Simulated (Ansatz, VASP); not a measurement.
## Cross-check of NaCl between VASP and Ansatz

One calculation is typed for both programs; each brings its own data sets. How far apart do they land? The cell is taken from a series of runs on this material, whose earlier steps may have relaxed, scaled, displaced or heated it; both programs get it as it stands.

Calculated with Ansatz 0.2.0; plane waves, with VASP 6.6.1 beside it; elastic constants at LDA.

### 1. The structure

Symmetry: Fm-3m, No. 225, cubic system. The conventional cell has a = 5.469 Å, b = 5.469 Å, c = 5.469 Å, α = 90.00°, β = 90.00°, γ = 90.00°. Nearest to Na lie 6 Cl at 2.73 Å. Nearest to Cl lie 6 Na at 2.73 Å. Farther neighbours and most contacts between anions are not listed.

Coordinates:

```cif
data_structure
_symmetry_space_group_name_H-M 'Fm-3m'
_symmetry_Int_Tables_number 225
_cell_length_a 5.4688
_cell_length_b 5.4688
_cell_length_c 5.4688
_cell_angle_alpha 90.000
_cell_angle_beta 90.000
_cell_angle_gamma 90.000
_cell_volume 163.56
loop_
_atom_site_label
_atom_site_type_symbol
_atom_site_symmetry_multiplicity
_atom_site_Wyckoff_symbol
_atom_site_fract_x
_atom_site_fract_y
_atom_site_fract_z
_atom_site_occupancy
Na1 Na 4 a 0.00000 0.00000 0.00000 1
Cl1 Cl 4 b 0.50000 0.00000 0.00000 1
```

### 2. VASP: elastic constants, LDA

Elastic constants are differences of stresses under small strains, so they test the stress and the mesh.

Lines of VASP's logs that name or quote its potential files are left out, and so is its time.

Input file INCAR:

```
SYSTEM = NaCl
PREC = Accurate
ENCUT = 500
EDIFF = 1E-08
NELM = 120
ISMEAR = 0
SIGMA = 0.01
LREAL = .FALSE.
ALGO = Normal
GGA = CA
NBANDS = 13
LORBIT = 11
LWAVE = .FALSE.
LCHARG = .FALSE.
ISIF = 3
IBRION = 6
NFREE = 2
POTIM = 0.015
NSW = 1
LASPH = .TRUE.
GGA_COMPAT = .FALSE.
EFERMI = MIDGAP
```

Input file POSCAR:

```
NaCl
1.0
    0.0000000000      2.7343968874      2.7343968874
    2.7343968874      0.0000000000      2.7343968874
    2.7343968874      2.7343968874      0.0000000000
Na Cl
1 1
Direct
    0.0000000000      0.0000000000      0.0000000000
    0.5000000000      0.5000000000      0.5000000000
```

Input file KPOINTS:

```
Automatic mesh
0
Gamma
4 4 4
0 0 0
```

The projector-augmented-wave data sets are Na_pv and Cl (LDA family, release 64).

Run with:

```sh
$ mpirun -np 1 vasp_std
```

Numbers of over 12 decimals in the logs are rounded to 6 here.

Log:

```text
[banner, memory and clock lines left out]
running    1 mpi-ranks, on    1 nodes
 distrk:  each k-point on    1 cores,    1 groups
 distr:  one band on    1 cores,    1 groups

 POSCAR found type information on POSCAR NaCl
 POSCAR found :  2 types and       2 ions
 LDA part: xc-table for (Slater(with rela. corr.)+CA(PZ))
 , standard interpolation
 POSCAR, INCAR and KPOINTS ok, starting setup
 FFT: planning ... GRIDC
 FFT: planning ... GRID_SOFT
 FFT: planning ... GRID
 WAVECAR not read
 entering main loop
       N       E                     dE             d eps       ncg     rms          rms(c)
DAV:   1     0.916068012827E+02    0.91607E+02   -0.71019E+03   216   0.105E+03
DAV:   2     0.446572939388E+00   -0.91160E+02   -0.82137E+02   231   0.260E+02
DAV:   3    -0.744808058598E+01   -0.78947E+01   -0.78331E+01   258   0.734E+01
DAV:   4    -0.757139662692E+01   -0.12332E+00   -0.12317E+00   248   0.974E+00
DAV:   5    -0.757398111913E+01   -0.25845E-02   -0.25844E-02   256   0.148E+00    0.209E+00
DAV:   6    -0.740735899579E+01    0.16662E+00   -0.26004E-01   258   0.360E+00    0.154E+00
DAV:   7    -0.738769510282E+01    0.19664E-01   -0.55301E-02   270   0.154E+00    0.991E-01
DAV:   8    -0.738609168475E+01    0.16034E-02   -0.46585E-03   248   0.684E-01    0.300E-01
DAV:   9    -0.738597739129E+01    0.11429E-03   -0.16743E-04   253   0.108E-01    0.157E-01
DAV:  10    -0.738596404229E+01    0.13349E-04   -0.11362E-04   258   0.979E-02    0.465E-03
DAV:  11    -0.738596356151E+01    0.48078E-06   -0.36647E-06   243   0.231E-02    0.207E-03
DAV:  12    -0.738596357952E+01   -0.18011E-07   -0.14848E-07   268   0.543E-03    0.951E-04
DAV:  13    -0.738596358748E+01   -0.79547E-08   -0.16285E-08   248   0.197E-03
   1 F= -.73859636E+01 E0= -.73859636E+01  d E =0.000000E+00
[... from here on, the cycles between the ionic steps are left out ...]
   2 F= -.73837520E+01 E0= -.73837520E+01  d E =0.000000E+00
   3 F= -.73840788E+01 E0= -.73840788E+01  d E =0.000000E+00
   9 F= -.73855799E+01 E0= -.73855799E+01  d E =0.000000E+00
  10 F= -.73855800E+01 E0= -.73855800E+01  d E =0.000000E+00
  11 F= -.73855799E+01 E0= -.73855799E+01  d E =0.000000E+00
  12 F= -.73855800E+01 E0= -.73855800E+01  d E =0.000000E+00
  13 F= -.73855799E+01 E0= -.73855799E+01  d E =0.000000E+00
  14 F= -.73857580E+01 E0= -.73857580E+01  d E =0.000000E+00
  15 F= -.73857580E+01 E0= -.73857580E+01  d E =0.000000E+00
  16 F= -.73857582E+01 E0= -.73857582E+01  d E =0.000000E+00
 Finite differences progress:
  Degree of freedom:   8/  8
  Displacement:        1/  2
  Total:              15/ 16
 bond charge predicted
       N       E                     dE             d eps       ncg     rms          rms(c)
DAV:   1    -0.738108015465E+01    0.46781E-02   -0.11595E+00   338   0.529E+00    0.257E-01
DAV:   2    -0.738590277053E+01   -0.48226E-02   -0.50653E-02   371   0.150E+00    0.960E-02
DAV:   3    -0.738582552615E+01    0.77244E-04   -0.63781E-04   418   0.186E-01    0.647E-02
DAV:   4    -0.738576105753E+01    0.64469E-04   -0.32662E-04   386   0.116E-01    0.250E-02
DAV:   5    -0.738576537128E+01   -0.43137E-05   -0.58221E-05   398   0.474E-02    0.167E-02
DAV:   6    -0.738576069277E+01    0.46785E-05   -0.29747E-06   393   0.118E-02    0.120E-02
DAV:   7    -0.738575894579E+01    0.17470E-05   -0.19016E-05   383   0.253E-02    0.254E-02
DAV:   8    -0.738575861734E+01    0.32844E-06   -0.24594E-06   373   0.104E-02    0.240E-02
DAV:   9    -0.738575844400E+01    0.17334E-06   -0.15267E-07   413   0.245E-03    0.196E-02
DAV:  10    -0.738575829079E+01    0.15321E-06   -0.12034E-07   403   0.190E-03    0.140E-02
DAV:  11    -0.738575827304E+01    0.17754E-07   -0.13885E-08   328   0.688E-04    0.116E-02
DAV:  12    -0.738575825598E+01    0.17055E-07   -0.20916E-09   184   0.269E-04    0.101E-02
DAV:  13    -0.738575821530E+01    0.40683E-07   -0.28086E-08   348   0.925E-04    0.502E-03
DAV:  14    -0.738575820517E+01    0.10126E-07   -0.10236E-08   271   0.561E-04    0.240E-03
DAV:  15    -0.738575820286E+01    0.23140E-08   -0.32220E-09   174   0.385E-04
  17 F= -.73857582E+01 E0= -.73857582E+01  d E =0.000000E+00
 Finite differences progress:
  Degree of freedom:   8/  8
  Displacement:        2/  2
  Total:              16/ 16
```

From OUTCAR (step 2):

```text
ion  position               nearest neighbor table
   1  0.000  0.000  0.000-
   2  0.500  0.500  0.500-

  LATTYP: Found a face centered cubic cell.
 ALAT       =     5.4687937748

 Subroutine GETGRP returns: Found 48 space group operations
 (whereof 48 operations were pure point group operations)

The static configuration has the point symmetry O_h .

 Found      8 irreducible k-points:

   k-points           NKPTS =      8   k-points in BZ     NKDIM =      8   number of bands    NBANDS=     13

   dimension x,y,z NGX =    28 NGY =   28 NGZ =   28
   dimension x,y,z NGXF=    56 NGYF=   56 NGZF=   56

   ENCUT  =  500.0 eV  36.75 Ry    6.06 a.u.   7.05  7.05  7.05*2*pi/ulx,y,z

   NELECT =      14.0000    total number of electrons

 k-points in reciprocal lattice and weights: Automatic mesh
   0.00000000  0.00000000  0.00000000       0.016
   0.25000000  0.00000000  0.00000000       0.125
   0.50000000  0.00000000  0.00000000       0.062
   0.25000000  0.25000000  0.00000000       0.094
   0.50000000  0.25000000  0.00000000       0.375
  -0.25000000  0.25000000  0.00000000       0.188
   0.50000000  0.50000000  0.00000000       0.047
  -0.25000000  0.50000000  0.25000000       0.094

 average (electrostatic) potential at core
       1 -45.3985       2 -97.1407

 E-fermi :   2.1635

 k-point     1 :       0.0000    0.0000    0.0000
  band No.  band energies     occupation
    ...
      3     -21.0063      2.00000
      4     -13.1872      2.00000
      5      -0.3705      2.00000
      6      -0.3704      2.00000
      7      -0.3704      2.00000
      8       4.6974      0.00000
      9      10.5550      0.00000
     10      10.5550      0.00000
     11      10.5550      0.00000
     12      12.9093      0.00000
    ...

 k-point     2 :       0.2500    0.0000    0.0000
  band No.  band energies     occupation
    ...
      3     -21.0079      2.00000
      4     -12.9621      2.00000
      5      -1.7042      2.00000
      6      -0.5430      2.00000
      7      -0.5429      2.00000
      8       6.2314      0.00000
      9       9.5456      0.00000
     10      10.9224      0.00000
     11      10.9226      0.00000
     12      12.8890      0.00000
    ...

 k-point     3 :       0.5000    0.0000    0.0000
  band No.  band energies     occupation
    ...
      3     -21.0096      2.00000
      4     -12.7192      2.00000
      5      -2.6979      2.00000
      6      -0.7034      2.00000
      7      -0.7034      2.00000
      8       6.6763      0.00000
      9      10.5173      0.00000
     10      10.5204      0.00000
     11      10.6615      0.00000
     12      14.7726      0.00000
    ...

  Total       -0.0167732     -0.0198676     -0.0198676     -0.0000000      0.0000000      0.0000000
  in kB       -0.6572231     -0.7784673     -0.7784673     -0.0000000      0.0000000      0.0000000
  external PRESSURE =      -0.7380526 kB  Pullay stress =       0.0000000 kB

  energy-cutoff  :      500.00
  volume of cell :       40.89
      direct lattice vectors                 reciprocal lattice vectors
     0.000000000  2.734396887  2.734396887    -0.182855679  0.182855679  0.182855679
     2.734396887  0.000000000  2.734396887     0.182855679 -0.182855679  0.182855679
     2.734396887  2.734396887  0.000000000     0.182855679  0.182855679 -0.182855679

 POSITION                                       TOTAL-FORCE (eV/Angst)
 -----------------------------------------------------------------------------------
      0.00000      0.00000      0.00000        -0.027359      0.000000      0.000000
      2.71940      2.73440      2.73440         0.027359      0.000000      0.000000
 -----------------------------------------------------------------------------------
    total drift:                                0.000173      0.000000      0.000000

  FREE ENERGIE OF THE ION-ELECTRON SYSTEM (eV)
  ---------------------------------------------------
  free  energy   TOTEN  =        -7.3857582029 eV

  energy  without entropy=       -7.3857582029  energy(sigma->0) =       -7.38575820

  SYMMETRIZED ELASTIC MODULI (kBar)
 Direction    XX          YY          ZZ          XY          YZ          ZX
 --------------------------------------------------------------------------------
 XX         714.4494    134.7494    134.7494      0.0000     -0.0000      0.0000
 YY         134.7494    714.4494    134.7494     -0.0000     -0.0000      0.0000
 ZZ         134.7494    134.7494    714.4494      0.0000     -0.0000     -0.0000
 XY           0.0000     -0.0000      0.0000    134.8845      0.0000     -0.0000
 YZ          -0.0000     -0.0000     -0.0000      0.0000    134.8845      0.0000
 ZX           0.0000      0.0000     -0.0000     -0.0000      0.0000    134.8845
 --------------------------------------------------------------------------------

 Eigenvectors and eigenvalues of the dynamical matrix
 ----------------------------------------------------

   1 f  =    5.653105 THz    35.519507 2PiTHz  188.567289 cm-1    23.379354 meV
             X         Y         Z           dx          dy          dz
      0.000000  0.000000  0.000000     0.000000   -0.550678   -0.550678
      2.734397  2.734397  2.734397     0.000000    0.443569    0.443569

   2 f  =    5.653105 THz    35.519507 2PiTHz  188.567289 cm-1    23.379354 meV
             X         Y         Z           dx          dy          dz
      0.000000  0.000000  0.000000    -0.778776    0.000000    0.000000
      2.734397  2.734397  2.734397     0.627302    0.000000    0.000000

   3 f  =    5.653105 THz    35.519507 2PiTHz  188.567289 cm-1    23.379354 meV
             X         Y         Z           dx          dy          dz
      0.000000  0.000000  0.000000     0.000000    0.550678   -0.550678
      2.734397  2.734397  2.734397     0.000000   -0.443569    0.443569

   4 f/i=    0.000768 THz     0.004828 2PiTHz    0.025632 cm-1     0.003178 meV
             X         Y         Z           dx          dy          dz
      0.000000  0.000000  0.000000     0.000000   -0.353950    0.517907
      2.734397  2.734397  2.734397     0.000000   -0.439418    0.642965

   5 f/i=    0.000768 THz     0.004828 2PiTHz    0.025632 cm-1     0.003178 meV
             X         Y         Z           dx          dy          dz
      0.000000  0.000000  0.000000    -0.627302    0.000000    0.000000
      2.734397  2.734397  2.734397    -0.778776    0.000000    0.000000

   6 f/i=    0.000768 THz     0.004828 2PiTHz    0.025632 cm-1     0.003178 meV
             X         Y         Z           dx          dy          dz
      0.000000  0.000000  0.000000     0.000000   -0.517907   -0.353950
      2.734397  2.734397  2.734397     0.000000   -0.642965   -0.439418

 ELASTIC MODULI CONTR FROM IONIC RELAXATION (kBar)
 Direction    XX          YY          ZZ          XY          YZ          ZX
 --------------------------------------------------------------------------------
 XX           0.0000      0.0000      0.0000      0.0000      0.0000      0.0000
 YY           0.0000      0.0000      0.0000      0.0000      0.0000      0.0000
 ZZ           0.0000      0.0000      0.0000      0.0000      0.0000      0.0000
 XY           0.0000      0.0000      0.0000      0.0000      0.0000      0.0000
 YZ           0.0000      0.0000      0.0000      0.0000      0.0000      0.0000
 ZX           0.0000      0.0000      0.0000      0.0000      0.0000      0.0000
 --------------------------------------------------------------------------------

 TOTAL ELASTIC MODULI (kBar)
 Direction    XX          YY          ZZ          XY          YZ          ZX
 --------------------------------------------------------------------------------
 XX         714.4494    134.7494    134.7494      0.0000     -0.0000      0.0000
 YY         134.7494    714.4494    134.7494     -0.0000     -0.0000      0.0000
 ZZ         134.7494    134.7494    714.4494      0.0000     -0.0000     -0.0000
 XY           0.0000     -0.0000      0.0000    134.8845      0.0000     -0.0000
 YZ          -0.0000     -0.0000     -0.0000      0.0000    134.8845      0.0000
 ZX           0.0000      0.0000     -0.0000     -0.0000      0.0000    134.8845
 --------------------------------------------------------------------------------

 total charge
# of ion       s       p       d       tot
------------------------------------------
    1        0.053   5.987   0.000   6.040
    2        1.584   3.568   0.000   5.152
--------------------------------------------------
tot          1.637   9.555   0.000  11.192

[... 3 further parts left out ...]
```

Levels, forces or a CONTCAR printed for this step are those of its last displaced cell, not of the structure at rest.

(Continued in part 2 of 2.)

[Lines on the potential files, build, host, timing and source positions are cut from VASP's logs without a mark.]

[Logs are printed without paths, hosts, clocks, repeated set-up lines and the standing remarks that a program may print on its own settings, such as how far it seeks lower states.]

[Hosts, paths, dates, database ids (printed as entryN), source tags and the programs' standing remarks are cut or masked in the printed files.]
